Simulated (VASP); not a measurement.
All values below come from PBE GGA, VASP's PBE PAW potentials (set 64) (plane waves; VASP).

VASP ran on this input.

**INCAR**
```
! general
SYSTEM   =  Pr
PREC     =  Accurate
ENCUT    =  300   ! plane-wave cut-off (eV)
LREAL    =  .FALSE.
LASPH    =  .TRUE.

! electronic loop
EDIFF    =  1E-6
NELM     =  100   ! most electronic steps
ALGO     =  Normal
LMAXMIX  =  6   ! l cut-off of mixed one-centre charges

! smearing
ISMEAR   =  -1
SIGMA    =  0.1

! functional
GGA      =  PE

! spin
ISPIN    =  2   ! spin-polarised
MAGMOM   =  2*2.0

! ions
ISIF     =  2

! output
LWAVE    =  .FALSE.
LCHARG   =  .FALSE.
LORBIT   =  11
NEDOS    =  601
```

KPOINTS:
```
Automatic mesh
0
Gamma
14 14 8
0 0 0
```

POSCAR:
```
Pr
1
    3.6153540000     0.0000000000     0.0000000000
   -1.8076770000     3.1309880000     0.0000000000
    0.0000000000     0.0000000000     5.8698660000
Pr
2
Direct
  0.3333330000   0.6666670000   0.2500000000
  0.6666670000   0.3333330000   0.7500000000
```

POTCAR, in this order: Pr (PBE.64 set). Program: vasp_std.

The run wrote:

OUTCAR:
```
 ion  position               nearest neighbor table
   1  0.333  0.667  0.250-
   2  0.667  0.333  0.750-
  LATTYP: Found a hexagonal cell.
 ALAT       =     3.6153540000
 C/A-ratio  =     1.6235937062
 Subroutine PRICEL returns:
 Original cell was already a primitive cell.
 Subroutine GETGRP returns: Found 24 space group operations
The static configuration has the point symmetry D_3d.
 The point group associated with its full space group is D_6h.
The dynamic configuration has the point symmetry D_3d.
The overall configuration has the point symmetry D_3d.
 Subroutine INISYM returns: Found 24 space group operations
 Subroutine IBZKPT returns following result:
 Found    120 irreducible k-points:

 Following reciprocal coordinates:
            Coordinates               Weight
  0.000000  0.000000  0.000000      1.000000
  0.071429  0.000000  0.000000      6.000000
  0.142857  0.000000  0.000000      6.000000
  0.214286  0.000000  0.000000      6.000000
  0.285714 -0.000000  0.000000      6.000000
  0.357143 -0.000000  0.000000      6.000000
...
```

File OSZICAR:
```
...
DAV:  12    -0.107750702367E+02    0.35728E-01   -0.15781E-01 17213   0.235E+00    0.493E+00
DAV:  13    -0.107679337942E+02    0.71364E-02   -0.21280E-01 15880   0.242E+00    0.541E+00
DAV:  14    -0.108144687818E+02   -0.46535E-01   -0.79273E-02 17786   0.118E+00    0.554E+00
DAV:  15    -0.107867541488E+02    0.27715E-01   -0.15001E-01 15040   0.195E+00    0.568E+00
DAV:  16    -0.108054094311E+02   -0.18655E-01   -0.15364E-01 18224   0.154E+00    0.571E+00
DAV:  17    -0.108220180471E+02   -0.16609E-01   -0.28740E-01 16320   0.222E+00    0.610E+00
DAV:  18    -0.108835951591E+02   -0.61577E-01   -0.19101E-01 16952   0.150E+00    0.501E+00
DAV:  19    -0.109128463851E+02   -0.29251E-01   -0.12433E-01 16181   0.171E+00    0.371E+00
DAV:  20    -0.109274649753E+02   -0.14619E-01   -0.11489E-01 17088   0.162E+00    0.231E+00
DAV:  21    -0.109388123649E+02   -0.11347E-01   -0.63998E-02 16117   0.927E-01    0.226E+00
DAV:  22    -0.109411548069E+02   -0.23424E-02   -0.53756E-02 17056   0.985E-01    0.127E+00
DAV:  23    -0.109460304636E+02   -0.48757E-02   -0.37175E-02 17056   0.590E-01    0.747E-01
DAV:  24    -0.109508322645E+02   -0.48018E-02   -0.32664E-02 17599   0.507E-01    0.487E-01
DAV:  25    -0.109532808277E+02   -0.24486E-02   -0.25292E-02 16149   0.280E-01    0.460E-01
DAV:  26    -0.109551096407E+02   -0.18288E-02   -0.24283E-02 16063   0.538E-01    0.590E-01
DAV:  27    -0.109565884518E+02   -0.14788E-02   -0.19945E-02 16325   0.389E-01    0.540E-01
DAV:  28    -0.109578844054E+02   -0.12960E-02   -0.15818E-02 15650   0.220E-01    0.482E-01
DAV:  29    -0.109568652662E+02    0.10191E-02   -0.15010E-02 16298   0.327E-01    0.572E-01
DAV:  30    -0.109556136697E+02    0.12516E-02   -0.14046E-02 16088   0.326E-01    0.588E-01
DAV:  31    -0.109430129977E+02    0.12601E-01   -0.32561E-02 14944   0.824E-01    0.818E-01
DAV:  32    -0.109457834175E+02   -0.27704E-02   -0.18216E-02 17751   0.439E-01    0.792E-01
DAV:  33    -0.109491397979E+02   -0.33564E-02   -0.13417E-02 17197   0.277E-01    0.873E-01
DAV:  34    -0.109531776804E+02   -0.40379E-02   -0.11227E-02 16168   0.326E-01    0.835E-01
DAV:  35    -0.109529944082E+02    0.18327E-03   -0.88000E-03 15752   0.147E-01    0.854E-01
DAV:  36    -0.109531899903E+02   -0.19558E-03   -0.77279E-03 16106   0.134E-01    0.876E-01
DAV:  37    -0.109532398323E+02   -0.49842E-04   -0.70558E-03 13408   0.113E-01    0.909E-01
DAV:  38    -0.109509572506E+02    0.22826E-02   -0.63575E-03 15842   0.200E-01    0.920E-01
DAV:  39    -0.109510247871E+02   -0.67537E-04   -0.89078E-03 15304   0.269E-01    0.987E-01
DAV:  40    -0.109555299724E+02   -0.45052E-02   -0.14494E-02 14928   0.457E-01    0.118E+00
DAV:  41    -0.109572001051E+02   -0.16701E-02   -0.13592E-02 17512   0.326E-01    0.126E+00
DAV:  42    -0.109595990746E+02   -0.23990E-02   -0.93455E-03 16080   0.275E-01    0.118E+00
DAV:  43    -0.109611383740E+02   -0.15393E-02   -0.86237E-03 14640   0.174E-01    0.118E+00
DAV:  44    -0.109688955119E+02   -0.77571E-02   -0.95250E-03 15437   0.312E-01    0.109E+00
DAV:  45    -0.109778148957E+02   -0.89194E-02   -0.10967E-02 16144   0.381E-01    0.937E-01
DAV:  46    -0.109975243607E+02   -0.19709E-01   -0.29030E-02 15645   0.833E-01    0.767E-01
DAV:  47    -0.109946346417E+02    0.28897E-02   -0.13777E-02 17195   0.453E-01    0.718E-01
DAV:  48    -0.109959332234E+02   -0.12986E-02   -0.10238E-02 17285   0.217E-01    0.702E-01
DAV:  49    -0.109883116778E+02    0.76215E-02   -0.99815E-03 14490   0.424E-01    0.712E-01
DAV:  50    -0.109900467236E+02   -0.17350E-02   -0.57233E-03 17914   0.180E-01    0.725E-01
DAV:  51    -0.109848184234E+02    0.52283E-02   -0.11290E-02 14855   0.500E-01    0.737E-01
DAV:  52    -0.109741229791E+02    0.10695E-01   -0.13408E-02 15215   0.524E-01    0.835E-01
DAV:  53    -0.109744706508E+02   -0.34767E-03   -0.11035E-02 16248   0.350E-01    0.758E-01
DAV:  54    -0.109716787606E+02    0.27919E-02   -0.13523E-02 14925   0.382E-01    0.774E-01
DAV:  55    -0.109610110693E+02    0.10668E-01   -0.27779E-02 14912   0.677E-01    0.731E-01
DAV:  56    -0.109416735550E+02    0.19338E-01   -0.71151E-02 14656   0.114E+00    0.726E-01
DAV:  57    -0.109690332474E+02   -0.27360E-01   -0.32761E-02 15708   0.660E-01    0.547E-01
DAV:  58    -0.109746420981E+02   -0.56089E-02   -0.27035E-02 17448   0.353E-01    0.448E-01
DAV:  59    -0.109792222636E+02   -0.45802E-02   -0.19617E-02 17288   0.292E-01    0.444E-01
DAV:  60    -0.109808837171E+02   -0.16615E-02   -0.19881E-02 15640   0.259E-01    0.472E-01
DAV:  61    -0.109808961424E+02   -0.12425E-04   -0.23516E-02 15357   0.434E-01    0.580E-01
DAV:  62    -0.109854144478E+02   -0.45183E-02   -0.15838E-02 16445   0.300E-01    0.577E-01
DAV:  63    -0.109876276176E+02   -0.22132E-02   -0.11444E-02 17090   0.232E-01    0.585E-01
DAV:  64    -0.109876430395E+02   -0.15422E-04   -0.78529E-03 16054   0.403E-01    0.527E-01
DAV:  65    -0.109877368946E+02   -0.93855E-04   -0.56178E-03 15832   0.272E-01    0.435E-01
DAV:  66    -0.109847311848E+02    0.30057E-02   -0.62784E-02 15773   0.131E+00    0.803E-01
DAV:  67    -0.109946666516E+02   -0.99355E-02   -0.21119E-02 16414   0.535E-01    0.804E-01
DAV:  68    -0.109970470585E+02   -0.23804E-02   -0.19713E-02 17136   0.276E-01    0.824E-01
DAV:  69    -0.109858248215E+02    0.11222E-01   -0.18079E-02 16098   0.874E-01    0.605E-01
DAV:  70    -0.109904404452E+02   -0.46156E-02   -0.58534E-03 16071   0.206E-01    0.529E-01
DAV:  71    -0.109825721819E+02    0.78683E-02   -0.13325E-02 16090   0.562E-01    0.392E-01
DAV:  72    -0.109833230673E+02   -0.75089E-03   -0.86976E-03 15432   0.357E-01    0.340E-01
DAV:  73    -0.109867487441E+02   -0.34257E-02   -0.48701E-03 17755   0.210E-01    0.288E-01
DAV:  74    -0.109853534242E+02    0.13953E-02   -0.74326E-03 14560   0.296E-01    0.286E-01
DAV:  75    -0.109874554365E+02   -0.21020E-02   -0.46371E-03 16894   0.191E-01    0.253E-01
DAV:  76    -0.109881854126E+02   -0.72998E-03   -0.41865E-03 16424   0.152E-01    0.238E-01
DAV:  77    -0.109887214539E+02   -0.53604E-03   -0.35211E-03 16101   0.133E-01    0.228E-01
DAV:  78    -0.109901211406E+02   -0.13997E-02   -0.19985E-03 16009   0.162E-01    0.184E-01
DAV:  79    -0.109909546089E+02   -0.83347E-03   -0.15283E-03 16230   0.190E-01    0.161E-01
DAV:  80    -0.109912022755E+02   -0.24767E-03   -0.87791E-04 14989   0.109E-01    0.146E-01
DAV:  81    -0.109912137734E+02   -0.11498E-04   -0.48785E-04 12424   0.625E-02    0.150E-01
DAV:  82    -0.109907842358E+02    0.42954E-03   -0.52185E-04 15758   0.101E-01    0.151E-01
DAV:  83    -0.109906014652E+02    0.18277E-03   -0.58208E-04 13949   0.802E-02    0.153E-01
DAV:  84    -0.109908470943E+02   -0.24563E-03   -0.38939E-04 11549   0.488E-02    0.152E-01
DAV:  85    -0.109909678953E+02   -0.12080E-03   -0.31475E-04 11957   0.331E-02    0.149E-01
DAV:  86    -0.109908254789E+02    0.14242E-03   -0.45365E-04 12550   0.629E-02    0.153E-01
DAV:  87    -0.109909463911E+02   -0.12091E-03   -0.35860E-04 12380   0.492E-02    0.156E-01
DAV:  88    -0.109910012968E+02   -0.54906E-04   -0.33388E-04 12310   0.424E-02    0.153E-01
DAV:  89    -0.109907103614E+02    0.29094E-03   -0.73998E-04 16255   0.121E-01    0.150E-01
DAV:  90    -0.109909562395E+02   -0.24588E-03   -0.47159E-04 12356   0.518E-02    0.148E-01
DAV:  91    -0.109909559953E+02    0.24419E-06   -0.59443E-04 13151   0.690E-02    0.134E-01
DAV:  92    -0.109910603977E+02   -0.10440E-03   -0.54429E-04 13069   0.636E-02    0.136E-01
DAV:  93    -0.109911356156E+02   -0.75218E-04   -0.54427E-04 14368   0.634E-02    0.132E-01
DAV:  94    -0.109912172727E+02   -0.81657E-04   -0.50972E-04 12391   0.485E-02    0.137E-01
DAV:  95    -0.109913222930E+02   -0.10502E-03   -0.39711E-04 12285   0.461E-02    0.134E-01
DAV:  96    -0.109912471329E+02    0.75160E-04   -0.10470E-03 16306   0.217E-01    0.143E-01
DAV:  97    -0.109913929405E+02   -0.14581E-03   -0.25469E-04 13952   0.603E-02    0.117E-01
DAV:  98    -0.109914051182E+02   -0.12178E-04   -0.14521E-04 12287   0.409E-02    0.116E-01
DAV:  99    -0.109913890424E+02    0.16076E-04   -0.13421E-04 14008   0.464E-02    0.112E-01
DAV: 100    -0.109912867527E+02    0.10229E-03   -0.41327E-04 15936   0.104E-01
   1 F= -.10991287E+02 E0= -.10776536E+02  d E =-.429501E+00  mag=     5.4307
```

**OUTCAR**
```
------------------------ aborting loop EDIFF was not reached (unconverged)  ----------------------------
  FORCE on cell =-STRESS in cart. coord.  units (eV):
  Direction    XX          YY          ZZ          XY          YZ          ZX
  --------------------------------------------------------------------------------------
  Total       -0.8280438     -0.8280436     -0.8269498      0.0000000      0.0000000      0.0000000
  in kB      -19.9665711    -19.9665659    -19.9401920      0.0000000      0.0000000      0.0000000
  external PRESSURE =     -19.9577763 kB  Pullay stress =       0.0000000 kB
  volume of cell :       66.44
      direct lattice vectors                 reciprocal lattice vectors
     3.615354000  0.000000000  0.000000000     0.276598087  0.159694001  0.000000000
    -1.807677000  3.130988000  0.000000000     0.000000000  0.319388001  0.000000000
     0.000000000  0.000000000  5.869866000     0.000000000  0.000000000  0.170361640
 POSITION                                       TOTAL-FORCE (eV/Angst)
 -----------------------------------------------------------------------------------
     -0.00000      2.08733      1.46747        -0.000000      0.000000      0.000000
      1.80768      1.04366      4.40240         0.000000     -0.000000      0.000000
 -----------------------------------------------------------------------------------
    total drift:                                0.000430     -0.000248      0.000643
  FREE ENERGIE OF THE ION-ELECTRON SYSTEM (eV)
  ---------------------------------------------------
  free  energy   TOTEN  =       -10.9912867527 eV

  energy  without entropy=      -10.5617853629  energy(sigma->0) =      -10.77653606

 total charge

# of ion       s       p       d       f       tot
--------------------------------------------------
    1        1.986   5.289   0.608   2.151  10.034
    2        1.986   5.289   0.608   2.151  10.034
--------------------------------------------------
tot          3.972  10.578   1.216   4.301  20.068

 magnetization (x)

# of ion       s       p       d       f       tot
--------------------------------------------------
    1       -0.009  -0.027   0.137   2.084   2.185
    2       -0.009  -0.027   0.137   2.084   2.185
--------------------------------------------------
tot         -0.017  -0.054   0.274   4.167   4.370
```
(Selected blocks of OUTCAR.)

File stdout:
```
...
 -----------------------------------------------------------------------------
|                                                                             |
|           W    W    AA    RRRRR   N    N  II  N    N   GGGG   !!!           |
|           W    W   A  A   R    R  NN   N  II  NN   N  G    G  !!!           |
|           W    W  A    A  R    R  N N  N  II  N N  N  G       !!!           |
|           W WW W  AAAAAA  RRRRR   N  N N  II  N  N N  G  GGG   !            |
|           WW  WW  A    A  R   R   N   NN  II  N   NN  G    G                |
|           W    W  A    A  R    R  N    N  II  N    N   GGGG   !!!           |
|                                                                             |
|     The electronic self-consistency was not achieved in the given           |
|     number of steps (NELM). The forces and other quantities evaluated       |
|     might not be reliable so examine the results carefully. If you find     |
|     spurious results, we suggest increasing NELM, if you were close to      |
|     convergence or switching to a different ALGO or adjusting the           |
|     density mixing parameters otherwise.                                    |
|                                                                             |
 -----------------------------------------------------------------------------

 -----------------------------------------------------------------------------
|                                                                             |
|           W    W    AA    RRRRR   N    N  II  N    N   GGGG   !!!           |
|           W    W   A  A   R    R  NN   N  II  NN   N  G    G  !!!           |
|           W    W  A    A  R    R  N N  N  II  N N  N  G       !!!           |
|           W WW W  AAAAAA  RRRRR   N  N N  II  N  N N  G  GGG   !            |
|           WW  WW  A    A  R   R   N   NN  II  N   NN  G    G                |
|           W    W  A    A  R    R  N    N  II  N    N   GGGG   !!!           |
|                                                                             |
|     Your highest band is occupied at some k-points! Unless you are          |
|     performing a calculation for an insulator or semiconductor, without     |
|     unoccupied bands, you have included TOO FEW BANDS!! Please increase     |
|     the parameter NBANDS in file INCAR to ensure that the highest band      |
|     is unoccupied at all k-points. It is always recommended to include      |
|     a few unoccupied bands to accelerate the convergence of                 |
|     molecular-dynamics runs (even for insulators or semiconductors),        |
|     since the presence of unoccupied bands improves wavefunction            |
|     prediction and helps to suppress 'band-crossings'.                      |
|                                                                             |
 -----------------------------------------------------------------------------

   1 F= -.10991287E+02 E0= -.10776536E+02  d E =-.429501E+00  mag=     5.4307
```

Convergence was not reached.

At this cut-off the stress carries a Pulay error, which pulls relaxed volumes low.

The structure was generated: Pr was put into an ordered model structure, which need not be its known phase. The cell was not relaxed at this level. The run is one of a series of settings (NEDOS = 601, KPOINTS 14×14×8 Γ-centred mesh against the base run), some of them coarse on purpose. VASP warned that the highest band is occupied, so more bands are needed.
